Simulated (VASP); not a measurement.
All values below come from PBE GGA, VASP's PBE PAW potentials (set 64) (plane waves; VASP).

VASP ran on this input.

File POSCAR:
```
BN
1
    1.2775625614    -2.2128034879     0.0000000000
    1.2775625614     2.2128034879     0.0000000000
    0.0000000000     0.0000000000     4.2254280639
B N
2 2
Direct
  0.6666670000   0.3333330000   0.5002373476
  0.3333330000   0.6666670000   0.0002373476
  0.6666670000   0.3333330000   0.8747626524
  0.3333330000   0.6666670000   0.3747626524
```

KPOINTS:
```
Automatic mesh
0
Gamma
8 8 4
0 0 0
```

**INCAR**
```
# general
SYSTEM = BN
PREC   = Accurate
ENCUT  = 520
LREAL  = .FALSE.
LASPH  = .TRUE.

# electronic loop
EDIFF  = 1E-6
NELM   = 100
ALGO   = Normal

# smearing
ISMEAR = 0
SIGMA  = 0.05

# functional
GGA    = PE

# output
LWAVE  = .TRUE.
LCHARG = .FALSE.
```

POTCAR, in this order: B N (PBE.64 set). Program: vasp_std.

Output

### OUTCAR
```
 ion  position               nearest neighbor table
   1  0.667  0.333  0.500-   4 1.57   4 1.57   4 1.57   3 1.58
   2  0.333  0.667  0.000-   3 1.57   3 1.57   3 1.57   4 1.58
   3  0.667  0.333  0.875-   2 1.57   2 1.57   2 1.57   1 1.58
   4  0.333  0.667  0.375-   1 1.57   1 1.57   1 1.57   2 1.58
  LATTYP: Found a hexagonal cell.
 ALAT       =     2.5551253148
 C/A-ratio  =     1.6537067828
 Subroutine PRICEL returns:
 Original cell was already a primitive cell.
 Subroutine GETGRP returns: Found 12 space group operations
The static configuration has the point symmetry C_3v.
 The point group associated with its full space group is C_6v.
The dynamic configuration has the point symmetry C_3v.
 Subroutine INISYM returns: Found 12 space group operations
 Subroutine IBZKPT returns following result:
 Found     30 irreducible k-points:

 Following reciprocal coordinates:
            Coordinates               Weight
  0.000000  0.000000  0.000000      1.000000
  0.125000 -0.000000  0.000000      6.000000
  0.250000 -0.000000  0.000000      6.000000
  0.375000  0.000000  0.000000      6.000000
  0.500000 -0.000000  0.000000      3.000000
  0.125000  0.125000  0.000000      6.000000
  0.250000  0.125000  0.000000     12.000000
  0.375000  0.125000  0.000000     12.000000
  0.250000  0.250000  0.000000      6.000000
  0.375000  0.250000  0.000000      6.000000
  0.000000  0.000000  0.250000      2.000000
  0.125000 -0.000000  0.250000     12.000000
  0.250000 -0.000000  0.250000     12.000000
  0.375000  0.000000  0.250000     12.000000
  0.500000 -0.000000  0.250000      6.000000
  0.125000  0.125000  0.250000     12.000000
  0.250000  0.125000  0.250000     24.000000
  0.375000  0.125000  0.250000     24.000000
  0.250000  0.250000  0.250000     12.000000
  0.375000  0.250000  0.250000     12.000000
...
```

### OSZICAR
```
       N       E                     dE             d eps       ncg     rms          rms(c)
DAV:   1     0.486013867076E+02    0.48601E+02   -0.86119E+03   720   0.129E+03
DAV:   2    -0.344588680045E+02   -0.83060E+02   -0.78144E+02  1004   0.272E+02
DAV:   3    -0.367302475194E+02   -0.22714E+01   -0.22650E+01   960   0.450E+01
DAV:   4    -0.367424764956E+02   -0.12229E-01   -0.12220E-01   864   0.346E+00
DAV:   5    -0.367426235310E+02   -0.14704E-03   -0.14701E-03   936   0.353E-01    0.940E+00
DAV:   6    -0.349973981464E+02    0.17452E+01   -0.47795E+00   880   0.181E+01    0.451E+00
DAV:   7    -0.348619614405E+02    0.13544E+00   -0.22240E-01   856   0.466E+00    0.270E+00
DAV:   8    -0.348331152056E+02    0.28846E-01   -0.72399E-02   796   0.252E+00    0.223E-01
DAV:   9    -0.348322960883E+02    0.81912E-03   -0.21238E-03   932   0.484E-01    0.121E-01
DAV:  10    -0.348325383021E+02   -0.24221E-03   -0.40043E-04   836   0.198E-01    0.264E-02
DAV:  11    -0.348325435567E+02   -0.52546E-05   -0.69611E-05   916   0.726E-02    0.137E-02
DAV:  12    -0.348325445083E+02   -0.95160E-06   -0.97143E-06   888   0.307E-02
   1 F= -.34832545E+02 E0= -.34832545E+02  d E =-.145857E-12
```

OUTCAR:
```
------------------------ aborting loop because EDIFF is reached ----------------------------------------
  FORCE on cell =-STRESS in cart. coord.  units (eV):
  Direction    XX          YY          ZZ          XY          YZ          ZX
  --------------------------------------------------------------------------------------
  Total       -0.0030437     -0.0030437     -0.0084768      0.0000000      0.0000000      0.0000000
  in kB       -0.2041181     -0.2041182     -0.5684818      0.0000000      0.0000000      0.0000000
  external PRESSURE =      -0.3255727 kB  Pullay stress =       0.0000000 kB
  volume of cell :       23.89
      direct lattice vectors                 reciprocal lattice vectors
     1.277562561 -2.212803488  0.000000000     0.391370266 -0.225957706  0.000000000
     1.277562561  2.212803488  0.000000000     0.391370266  0.225957706  0.000000000
     0.000000000  0.000000000  4.225428064     0.000000000  0.000000000  0.236662413
  FREE ENERGIE OF THE ION-ELECTRON SYSTEM (eV)
  ---------------------------------------------------
  free  energy   TOTEN  =       -34.8325445083 eV

  energy  without entropy=      -34.8325445083  energy(sigma->0) =      -34.83254451
```
(Selected blocks of OUTCAR.)

The compound is BN in the wurtzite structure, a metastable high-pressure form. It was relaxed first.
